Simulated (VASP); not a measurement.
A convergence study with VASP on P (black): one setting is varied, all else stays as given below, so the limit is that of these other settings. Each run relaxes cell and ions from the cell shown.

```xyz
4
Lattice="1.6550 -5.2400 0.0000 1.6550 5.2400 0.0000 0.0000 0.0000 4.3800" Properties=species:S:1:pos:R:3 pbc="T T T"
P      1.6550     4.1742     4.0270
P      1.6550     1.0658     1.8370
P      1.6550    -1.0658     2.5430
P      1.6550    -4.1742     0.3530
```

Calculation: PBE GGA, VASP's PBE PAW potentials (set 64) (plane waves; VASP 6.6.1). The tightest run used: 550 eV cut-off, 8×8×6 Γ-centred mesh, Gaussian smearing of 0.050 eV, potentials P.

Gaps are read on the run's mesh, which can miss a band edge.

Q: The settings run are 3×3×2 mesh; 4×4×3 mesh; 5×5×4 mesh; 6×6×4 mesh; 7×7×5 mesh; 8×8×6 mesh. From which on does the relaxed volume stay within 0.1 Å³/atom of the tightest run?

A: From 6×6×4 mesh on: it is off by 0.003 there and by no more than 0.1 in any finer run, while 5×5×4 mesh is off by 0.185.
```csv
setting,relaxed volume (Å³/atom),E (eV/atom),gap on the mesh (eV),irreducible k-points,difference judged (Å³/atom)
3×3×2 mesh,18.163,-5.3488,0.515,8,3.028
4×4×3 mesh,20.981,-5.3458,0.152,14,0.211
5×5×4 mesh,21.007,-5.3682,0.424,27,0.185
6×6×4 mesh,21.194,-5.3725,0.166,39,0.003
7×7×5 mesh,21.217,-5.3750,0.326,48,0.026
8×8×6 mesh,21.192,-5.3761,0.147,84,0.000
```

Left out are rungs that failed or repeat a setting and relaxations that didn't move; long series are thinned to 24 rows.

The compound is P in the black structure.
